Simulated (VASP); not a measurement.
Computed with PBE GGA, VASP's PBE PAW potentials (set 64) (plane waves; VASP).

VASP input:

File POSCAR:
```
CeO2
2.75910
  0.0000000000   1.0000000000   1.0000000000
  1.0000000000   0.0000000000   1.0000000000
  1.0000000000   1.0000000000   0.0000000000
Ce O
1 2
Cart
  0.0000000000   0.0000000000   0.0000000000
  0.5000000000   0.5000000000   0.5000000000
  1.5000000000   1.5000000000   1.5000000000
```

### KPOINTS
```
Automatic mesh
0
Gamma
6 6 6
0 0 0
```

### INCAR
```
SYSTEM  =  CeO2
PREC  =  Accurate; ENCUT  =  520; LREAL  =  .FALSE.
LASPH  =  .TRUE.
EDIFF  =  1E-6; NELM  =  100; ALGO  =  Normal
LMAXMIX  =  6
ISMEAR  =  0; SIGMA  =  0.02
GGA  =  PE
ISIF  =  2
LWAVE  =  .FALSE.; LCHARG  =  .FALSE.
```

POTCAR, in this order: Ce O (PBE.64 set). Program: vasp_std.

Output

**OSZICAR**
```
       N       E                     dE             d eps       ncg     rms          rms(c)
DAV:   1     0.229778740415E+03    0.22978E+03   -0.11420E+04   512   0.194E+03
DAV:   2     0.969791131255E+01   -0.22008E+03   -0.21321E+03   800   0.305E+02
DAV:   3    -0.303675404151E+02   -0.40065E+02   -0.35990E+02   688   0.152E+02
DAV:   4    -0.317728262086E+02   -0.14053E+01   -0.14052E+01   744   0.298E+01
DAV:   5    -0.318478764711E+02   -0.75050E-01   -0.75046E-01   856   0.640E+00    0.269E+01
DAV:   6    -0.307059778796E+02    0.11419E+01   -0.10730E+02   768   0.586E+01    0.329E+01
DAV:   7    -0.285306073421E+02    0.21754E+01   -0.24543E+02   848   0.135E+02    0.192E+01
DAV:   8    -0.279098703766E+02    0.62074E+00   -0.41702E+00   640   0.221E+01    0.136E+01
DAV:   9    -0.263753242005E+02    0.15345E+01   -0.64228E+00   752   0.208E+01    0.247E+00
DAV:  10    -0.263091995010E+02    0.66125E-01   -0.25969E-01   896   0.458E+00    0.180E+00
DAV:  11    -0.262657653446E+02    0.43434E-01   -0.62592E-02   736   0.240E+00    0.146E+00
DAV:  12    -0.262189029642E+02    0.46862E-01   -0.14388E-01   800   0.362E+00    0.708E-01
DAV:  13    -0.262204416202E+02   -0.15387E-02   -0.22168E-01   728   0.426E+00    0.105E+00
DAV:  14    -0.262136053584E+02    0.68363E-02   -0.11606E-01   816   0.307E+00    0.252E-01
DAV:  15    -0.262131785302E+02    0.42683E-03   -0.51799E-03   800   0.682E-01    0.575E-02
DAV:  16    -0.262133821662E+02   -0.20364E-03   -0.16613E-03   792   0.409E-01    0.149E-01
DAV:  17    -0.262131934685E+02    0.18870E-03   -0.27642E-03   696   0.488E-01    0.337E-02
DAV:  18    -0.262131881349E+02    0.53336E-05   -0.63595E-05   896   0.625E-02    0.258E-02
DAV:  19    -0.262131862622E+02    0.18727E-05   -0.48693E-06   664   0.168E-02    0.207E-02
DAV:  20    -0.262131798562E+02    0.64060E-05   -0.29829E-05   704   0.493E-02    0.605E-03
DAV:  21    -0.262131794439E+02    0.41225E-06   -0.29945E-06   520   0.154E-02
   1 F= -.26213179E+02 E0= -.26213179E+02  d E =-.202699E-18
```

File OUTCAR:
```
------------------------ aborting loop because EDIFF is reached ----------------------------------------
  FORCE on cell =-STRESS in cart. coord.  units (eV):
  Direction    XX          YY          ZZ          XY          YZ          ZX
  --------------------------------------------------------------------------------------
  Total       -1.2706835     -1.2706835     -1.2706835     -0.0000000      0.0000000     -0.0000000
  in kB      -48.4635974    -48.4635974    -48.4635974     -0.0000000      0.0000000     -0.0000000
  external PRESSURE =     -48.4635974 kB  Pullay stress =       0.0000000 kB
  volume of cell :       42.01
      direct lattice vectors                 reciprocal lattice vectors
     0.000000000  2.759100000  2.759100000    -0.181218513  0.181218513  0.181218513
     2.759100000  0.000000000  2.759100000     0.181218513 -0.181218513  0.181218513
     2.759100000  2.759100000  0.000000000     0.181218513  0.181218513 -0.181218513
 POSITION                                       TOTAL-FORCE (eV/Angst)
 -----------------------------------------------------------------------------------
      0.00000      0.00000      0.00000         0.000000     -0.000000     -0.000000
      1.37955      1.37955      1.37955        -0.000000     -0.000000     -0.000000
      4.13865      4.13865      4.13865         0.000000      0.000000      0.000000
 -----------------------------------------------------------------------------------
    total drift:                                0.000000     -0.000000      0.000000
  FREE ENERGIE OF THE ION-ELECTRON SYSTEM (eV)
  ---------------------------------------------------
  free  energy   TOTEN  =       -26.2131794439 eV

  energy  without entropy=      -26.2131794439  energy(sigma->0) =      -26.21317944
```
(Selected blocks of OUTCAR.)

The compound is CeO2 in the fluorite structure. The cell was not relaxed at this level. The run is one of a series of settings (SIGMA = 0.02 against the base run), some of them coarse on purpose. The run is not spin-polarised, so no magnetic state was tried.
